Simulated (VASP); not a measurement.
# Which magnetic order does linear Ti chain, spacing 2.521 A take?, part 2 of 2

Aim: compare collinear orders of linear Ti chain, spacing 2.521 A.

VASP 6.6.1, plane waves and PAW; the level of theory is named at each step.

So far. Step 2 (Magnetic order, start order fm, signs ++): The largest moment at the end is 0.38 μB, and the moments of the cell sum to 1.02 μB. Step 3 (Magnetic order, start order AFM 1, signs +-): The largest moment at the end is 0.00 μB, and the moments of the cell sum to 0.00 μB.

## 4. No spin polarisation

This step: LDA; plane waves and PAW (Ti_sv) (VASP 6.6.1).

A run without spin shows what magnetism as such gains.

INCAR reads:

```
SYSTEM = Ti
PREC = Normal
ENCUT = 350
EDIFF = 1E-06
NELM = 150
ISMEAR = 0
SIGMA = 0.05
LREAL = .FALSE.
ALGO = Normal
GGA = CA
NBANDS = 18
LORBIT = 11
LWAVE = .FALSE.
LCHARG = .FALSE.
AMIX = 0.2
BMIX = 1E-04
AMIX_MAG = 0.8
BMIX_MAG = 1E-04
```

POSCAR reads:

```
Ti
1.0
   12.0000000000      0.0000000000      0.0000000000
    0.0000000000     12.0000000000      0.0000000000
    0.0000000000      0.0000000000      5.0420000000
Ti
2
Direct
    0.5000000000      0.5000000000      0.0000000000
    0.5000000000      0.5000000000      0.5000000000
```

KPOINTS reads:

```
Automatic mesh
0
Gamma
1 1 4
0 0 0
```

Potentials, in the order of the species: Ti_sv (LDA family, release 64).

Started as:

```bash
$ mpirun -np 1 vasp_std
```

What it wrote:

```text
[... set-up lines as in an earlier step ...]
 entering main loop
       N       E                     dE             d eps       ncg     rms          rms(c)
DAV:   1     0.127461631928E+03    0.12746E+03   -0.10058E+04   156   0.655E+02
DAV:   2     0.172771655247E+02   -0.11018E+03   -0.10950E+03   160   0.245E+02
DAV:   3    -0.778548390359E+01   -0.25063E+02   -0.24330E+02   206   0.744E+01
DAV:   4    -0.989995972889E+01   -0.21145E+01   -0.20946E+01   144   0.208E+01
DAV:   5    -0.100029222804E+02   -0.10296E+00   -0.10270E+00   182   0.419E+00    0.791E+00
DAV:   6    -0.915152941990E+01    0.85139E+00   -0.44311E-01   132   0.792E+00    0.571E+00
DAV:   7    -0.852479111565E+01    0.62674E+00   -0.17424E+00   116   0.149E+01    0.215E+00
DAV:   8    -0.849366382844E+01    0.31127E-01   -0.22401E-01   132   0.516E+00    0.160E+00
DAV:   9    -0.851698188972E+01   -0.23318E-01   -0.18879E-01   174   0.436E+00    0.118E+00
DAV:  10    -0.849920244881E+01    0.17779E-01   -0.10818E-01   160   0.346E+00    0.236E-01
DAV:  11    -0.849916828857E+01    0.34160E-04   -0.78240E-03   152   0.648E-01    0.526E-02
DAV:  12    -0.849940343513E+01   -0.23515E-03   -0.72988E-04   168   0.188E-01    0.299E-02
DAV:  13    -0.849940900962E+01   -0.55745E-05   -0.79854E-05   184   0.548E-02    0.177E-02
DAV:  14    -0.849944300852E+01   -0.33999E-04   -0.11230E-04   164   0.744E-02    0.106E-02
DAV:  15    -0.849944917548E+01   -0.61670E-05   -0.87699E-06   180   0.199E-02    0.101E-02
DAV:  16    -0.849944870437E+01    0.47110E-06   -0.25159E-06   138   0.135E-02
   1 F= -.84994487E+01 E0= -.84968091E+01  d E =-.527919E-02
```

Wall time 12 s (1 MPI rank of AMD EPYC 7R43, shared host); peak memory 0.18 GiB.

From OUTCAR (step 4):

```text
The static configuration has the point symmetry D_4h.

 Found      3 irreducible k-points:

   k-points           NKPTS =      3   k-points in BZ     NKDIM =      3   number of bands    NBANDS=     18

   NELECT =      24.0000    total number of electrons

 E-fermi :  -3.1347

 k-point     1 :       0.0000    0.0000    0.0000
  band No.  band energies     occupation
    ...
     10      -4.0619      2.00000
     11      -4.0619      2.00000
     12      -3.7966      2.00000
     13      -3.2010      1.93924
     14      -3.2006      1.93766
     15      -2.1510      0.00000
     16      -2.1506      0.00000
     17      -2.0698      0.00000
     18      -2.0698      0.00000

 k-point     2 :       0.0000    0.0000    0.2500
  band No.  band energies     occupation
    ...
      8     -35.4605      2.00000
      9      -5.1466      2.00000
     10      -3.7723      2.00000
     11      -3.7723      2.00000
     12      -3.4295      2.00000
     13      -3.0575      0.02901
     14      -3.0572      0.02850
     15      -2.3157      0.00000
     16      -2.2743      0.00000
     17      -2.2743      0.00000
    ...

  Total       -0.2747804     -0.2747804     -7.3585522      0.0000000     -0.0000000     -0.0000000
  in kB       -0.6063607     -0.6063607    -16.2381902      0.0000000     -0.0000000     -0.0000000
  external PRESSURE =      -5.8169706 kB  Pullay stress =       0.0000000 kB

 POSITION                                       TOTAL-FORCE (eV/Angst)
 -----------------------------------------------------------------------------------
      6.00000      6.00000      0.00000         0.000000      0.000000      0.000000
      6.00000      6.00000      2.52100         0.000000      0.000000     -0.000000
 -----------------------------------------------------------------------------------
    total drift:                                0.000000      0.000000      0.000000

  FREE ENERGIE OF THE ION-ELECTRON SYSTEM (eV)
  ---------------------------------------------------
  free  energy   TOTEN  =        -8.4994487044 eV

  energy  without entropy=       -8.4941695178  energy(sigma->0) =       -8.49680911

[... 8 parts as in an earlier step ...]

[... 2 further parts left out ...]
```

Numbers from this step:

```yaml
electronic_cycles: 16
```

Energy at zero smearing: -8.49681 eV.

## 5. Summary

This step: collinear magnetic orders, LDA; plane waves and PAW (VASP 6.6.1).

Derived from the runs above.

This step gave:

| Item | Value |
| --- | --- |
| mean moment in the lowest run | 0.378 μB |

Orders, by row:

```
order  signs  energy above the lowest (meV/magnetic atom)  total moment (μB)  mean moment on carriers (μB)  gap on the mesh (eV)  signs at the end, of the atoms given a moment
   fm     ++                                            0              1.017                         0.378                     0                                             ++
afm 1     +-                                        18.37                  0                             0                     0                                             --
   nm                                               18.37                  0                             0                     0                                              -
```

## 6. Magnetic order, other settings

This step: LDA, spin-polarised, from parallel moments; plane waves and PAW (Ti_sv) (VASP 6.6.1).

The run is repeated with some settings moved, to see what they change.

INCAR reads:

```
SYSTEM = Ti
PREC = Low
ENCUT = 350
EDIFF = 1E-05
NELM = 120
ISMEAR = 0
SIGMA = 0.05
LREAL = .FALSE.
ALGO = Fast
GGA = CA
NBANDS = 19
ISPIN = 2
MAGMOM = 1 1
LMAXMIX = 4
LORBIT = 11
LWAVE = .FALSE.
LCHARG = .FALSE.
ISYM = -1
KSPACING = 0.4
```

POSCAR is that of step 4.

KPOINTS is that of step 4.

Started as:

```bash
$ mpirun -np 1 vasp_std
```

What it wrote:

```text
[... set-up lines as in an earlier step ...]
 entering main loop
       N       E                     dE             d eps       ncg     rms          rms(c)
DAV:   1     0.128300084259E+03    0.12830E+03   -0.10014E+04   432   0.627E+02
DAV:   2     0.179753942954E+02   -0.11032E+03   -0.10921E+03   440   0.236E+02
DAV:   3    -0.777224690236E+01   -0.25748E+02   -0.24345E+02   597   0.702E+01
DAV:   4    -0.976539755723E+01   -0.19932E+01   -0.19706E+01   410   0.203E+01
DAV:   5    -0.985621142649E+01   -0.90814E-01   -0.90691E-01   484   0.382E+00    0.977E+00
RMM:   6    -0.858568099540E+01    0.12705E+01   -0.15039E+00   352   0.117E+01    0.461E+00
RMM:   7    -0.843045790288E+01    0.15522E+00   -0.57293E-01   381   0.617E+00    0.253E+00
RMM:   8    -0.853757658973E+01   -0.10712E+00   -0.19212E-01   408   0.336E+00    0.248E+00
RMM:   9    -0.853215467929E+01    0.54219E-02   -0.60175E-02   404   0.227E+00    0.113E+00
RMM:  10    -0.855543506088E+01   -0.23280E-01   -0.10795E-01   464   0.206E+00    0.225E+00
RMM:  11    -0.853327425109E+01    0.22161E-01   -0.86003E-02   453   0.174E+00    0.118E+00
RMM:  12    -0.853047421743E+01    0.28000E-02   -0.91695E-03   397   0.919E-01    0.399E-01
RMM:  13    -0.853272585954E+01   -0.22516E-02   -0.37436E-03   475   0.471E-01    0.500E-01
RMM:  14    -0.853381930185E+01   -0.10934E-02   -0.28958E-03   440   0.435E-01    0.251E-01
RMM:  15    -0.853529765293E+01   -0.14784E-02   -0.19933E-03   455   0.318E-01    0.101E-01
RMM:  16    -0.853692357541E+01   -0.16259E-02   -0.11071E-03   482   0.175E-01    0.643E-02
RMM:  17    -0.853765809056E+01   -0.73452E-03   -0.60024E-04   450   0.130E-01    0.570E-02
WARNING in EDDRMM: call to ZHEGV failed, returncode =   8  4     14
RMM:  18    -0.853798109661E+01   -0.32301E-03   -0.46193E-04   426   0.759E-02    0.549E-02
RMM:  19    -0.853820409233E+01   -0.22300E-03   -0.29748E-04   359   0.518E-02    0.578E-02
WARNING in EDDRMM: call to ZHEGV failed, returncode =   8  4     13
RMM:  20    -0.853824812284E+01   -0.44031E-04   -0.29486E-04   329   0.372E-02    0.563E-02
RMM:  21    -0.853849753199E+01   -0.24941E-03   -0.17208E-04   368   0.565E-02    0.563E-02
RMM:  22    -0.853820793092E+01    0.28960E-03   -0.33772E-04   434   0.115E-01    0.614E-02
RMM:  23    -0.853858754612E+01   -0.37962E-03   -0.25864E-04   431   0.845E-02    0.456E-02
RMM:  24    -0.853906157418E+01   -0.47403E-03   -0.10287E-04   370   0.600E-02    0.193E-02
RMM:  25    -0.853911609487E+01   -0.54521E-04   -0.65687E-05   319   0.321E-02    0.103E-02
RMM:  26    -0.853911688089E+01   -0.78603E-06   -0.63598E-05   283   0.261E-02
   1 F= -.85391169E+01 E0= -.85331792E+01  d E =-.118753E-01  mag=     1.0169
```

Wall time 49 s (1 MPI rank); peak memory 0.16 GiB.

From OUTCAR (step 6):

```text
   k-points           NKPTS =      4   k-points in BZ     NKDIM =      4   number of bands    NBANDS=     19

   NELECT =      24.0000    total number of electrons

 E-fermi :  -3.2095

 spin component 1
 k-point     1 :       0.0000    0.0000    0.0000
  band No.  band energies     occupation
    ...
     10      -4.1216      1.00000
     11      -4.1216      1.00000
     12      -3.8690      1.00000
     13      -3.3754      1.00000
     14      -3.3268      0.99955
     15      -2.3412      0.00000
     16      -2.2890      0.00000
     17      -2.1217      0.00000
     18      -2.1215      0.00000
     19       0.2918      0.00000

 k-point     2 :       0.0000    0.0000    0.2500
  band No.  band energies     occupation
    ...
      9      -5.1980      1.00000
     10      -3.8328      1.00000
     11      -3.8328      1.00000
     12      -3.5012      1.00000
     13      -3.2349      0.76350
     14      -3.1859      0.25266
     15      -2.5080      0.00000
     16      -2.4554      0.00000
     17      -2.3329      0.00000
     18      -2.3328      0.00000
    ...

  Total       -0.2096407     -0.2098820     -7.0467570     -0.0001872     -0.0000528     -0.0001998
  in kB       -0.4626162     -0.4631486    -15.5501485     -0.0004130     -0.0001166     -0.0004410
  external PRESSURE =      -5.4919711 kB  Pullay stress =       0.0000000 kB

 POSITION                                       TOTAL-FORCE (eV/Angst)
 -----------------------------------------------------------------------------------
      6.00000      6.00000      0.00000        -0.000014      0.000070      0.000389
      6.00000      6.00000      2.52100         0.000014     -0.000070     -0.000389
 -----------------------------------------------------------------------------------
    total drift:                               -0.000022      0.000059     -0.000138

  FREE ENERGIE OF THE ION-ELECTRON SYSTEM (eV)
  ---------------------------------------------------
  free  energy   TOTEN  =        -8.5391168809 eV

  energy  without entropy=       -8.5272415393  energy(sigma->0) =       -8.53317921

 magnetization (x)
# of ion       s       p       d       tot
------------------------------------------
    1        0.002  -0.001   0.376   0.378
    2        0.002  -0.000   0.376   0.378
--------------------------------------------------
tot          0.004  -0.001   0.752   0.756

[... 3 parts as in an earlier step ...]

[... 11 further parts left out ...]
```

Settings moved on purpose: PREC = Low and ISYM = -1. The run ended without an error; the comparison shows what it cost.

Against the run that it repeats, EDIFF, ALGO and AMIX also differ.

Side by side:

```
                                              quantity  this run  the run it repeats  difference
                          energy at zero smearing (eV)   -8.5332             -8.5336      3.7e-4
                              free energy (TOTEN) (eV)   -8.5391             -8.5410     0.00187
                                     Fermi energy (eV)   -3.2095             -3.2107     0.00120
moment of the cell, from the last line of the log (μB)    1.0169              1.0172     -3.0e-4
                                     electronic cycles        26                  18           8
```

The total energy moves by 0.2 meV an atom.

## 7. What came out

| Item | Value |
| --- | --- |
| mean moment in the lowest run | 0.378 μB |

In words: The lowest run started as fm and holds 0.38 μB on average over the atoms that were given a moment; the next state, from afm 1, lies 18.4 meV a magnetic atom higher, and it lost its moments on the way, so it is no antiferromagnet. It ends with the signs ++ and a net moment of 1.02 μB a cell: the moments given at the start all parallel. The start afm 1 ended with other signs than typed, or lost moments. On this k mesh the moments and energy differences of a metal are not converged, and no denser mesh was tried, so the order found is tentative. No other collinear orders were tried, and their comparison leaves spin-orbit coupling out.

[Lines on the potential files, build, host, timing and source positions are cut from VASP's logs without a mark.]

[Logs are printed without paths, hosts, clocks, repeated set-up lines and the standing remarks that a program may print on its own settings, such as how far it seeks lower states.]

[Hosts, paths, dates, database ids (printed as entryN), source tags and the programs' standing remarks are cut or masked in the printed files.]

[In band tables of VASP the shares of atoms and orbitals are scaled to a sum of 1 inside the atoms' spheres.]

[Runs that stopped without an error message from VASP are left out.]
